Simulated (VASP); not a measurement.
An input for Ansatz (written as the equivalent of a VASP run, and not itself run):

Ansatz 0.2 input:
```yaml
crystal:
  lattice:
    - [1.7701073, -3.0659159, 0.0000000]
    - [1.7701073, 3.0659159, 0.0000000]
    - [0.0000000, 0.0000000, 6.5590927]
  atoms:
    - { symbol: Ti, position: [0.0000000, 0.0000000, 0.0000000] }
    - { symbol: Se, position: [0.3333330, 0.6666670, 0.2361945] }
    - { symbol: Se, position: [0.6666670, 0.3333330, 0.7638055] }
kpoints:
  mp_grid: { grid: [11, 11, 5] }
hamiltonian:
  xc: pbe
  pseudopotentials: { kind: paw }
scf:
  occupations: { method: tetrahedron }
  max_iter: 100
output: { forces: true, stress: true, eigenvalues: true }
```

**Question.** Translate this input to VASP (INCAR, KPOINTS, POSCAR, choice of POTCAR).

**Answer.** One answer among several that fit: 
File KPOINTS:
```
kpoints
0
Gamma
 11 11 5
```

**INCAR**
```
! general
SYSTEM  = TiSe2
PREC    = Accurate
ENCUT   = 400
LREAL   = .FALSE.
LASPH   = .TRUE.

! electronic loop
EDIFF   = 1E-7
NELM    = 100
ALGO    = Normal
LMAXMIX = 4

! smearing
ISMEAR  = -5

! functional
GGA     = PE

! ions
ISIF    = 2

! output
LWAVE   = .FALSE.
LCHARG  = .TRUE.
LORBIT  = 11
NEDOS   = 601

! other
LEFG    = .TRUE.
```

**POSCAR**
```
TiSe2
1.0
  1.7701073043  -3.0659158563   0.0000000000
  1.7701073043   3.0659158563   0.0000000000
  0.0000000000   0.0000000000   6.5590926746
Ti Se
1 2
Cartesian
  0.0000000000   0.0000000000   0.0000000000
  1.7701073043   1.0219739960   1.5492219283
  1.7701073043  -1.0219739960   5.0098707463
```

POTCAR, in this order: Ti_sv Se (PBE.64 set). Program: vasp_std.

The two are equivalent in intent, not identical: each code has its own PAW files, so the cut-off isn't converted (ENCUT is set for VASP's; basis.ecutwfc is left out, and Ansatz then takes the one that its files recommend); Ansatz stops its SCF on the density residual and VASP on the energy change (EDIFF); the field gradients of LEFG aren't asked of the other code.

The compound is TiSe2 in the 1T layered structure. It was relaxed first, which changed the volume by +9 %.
